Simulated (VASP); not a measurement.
An input for Ansatz (written as the equivalent of a VASP run, and not itself run):

Ansatz 0.2 input:
```yaml
crystal:
  lattice:
    - [0.0000000, 2.7300000, 2.7300000]
    - [2.7300000, 0.0000000, 2.7300000]
    - [2.7300000, 2.7300000, 0.0000000]
  atoms:
    - { symbol: Ca, position: [0.0000000, 0.0000000, 0.0000000] }
    - { symbol: F, position: [0.2500000, 0.2500000, 0.2500000] }
    - { symbol: F, position: [0.7500000, 0.7500000, 0.7500000] }
kpoints:
  mp_grid: { grid: [8, 8, 8] }
hamiltonian:
  xc: pbe
  pseudopotentials: { kind: paw }
scf:
  occupations: { method: gaussian, width: 0.05 }
  max_iter: 100
output: { forces: true, stress: true, eigenvalues: true }
```

Task: Write the VASP files for the same calculation (PBE).

Result: One answer among several that fit: 
File KPOINTS:
```
K-points
0
gamma
 8 8 8
0 0 0
```

**INCAR**
```
SYSTEM = CaF2
PREC = Accurate
ENCUT = 520
EDIFF = 1E-8
NELM = 100
ALGO = Normal
LREAL = .FALSE.
LASPH = .TRUE.
ISMEAR = 0
SIGMA = 0.05
GGA = PE
LWAVE = .FALSE.
LCHARG = .FALSE.
ISIF = 2
```

POSCAR:
```
CaF2
1.0
  0.0000000000   2.7300000000   2.7300000000
  2.7300000000   0.0000000000   2.7300000000
  2.7300000000   2.7300000000   0.0000000000
Ca F
1 2
Cartesian
  0.0000000000   0.0000000000   0.0000000000
  1.3650000000   1.3650000000   1.3650000000
  4.0950000000   4.0950000000   4.0950000000
```

POTCAR, in this order: Ca_sv F (PBE.64 set). Program: vasp_std.

Limits of the translation: each code has its own PAW files, so the cut-off isn't converted (ENCUT is set for VASP's; basis.ecutwfc is left out, and Ansatz then takes the one that its files recommend); Ansatz stops its SCF on the density residual and VASP on the energy change (EDIFF).

The compound is CaF2 in the fluorite structure. The cell was not relaxed at this level. The run is one of a series of settings (EDIFF = 1E-8 against the base run), some of them coarse on purpose.
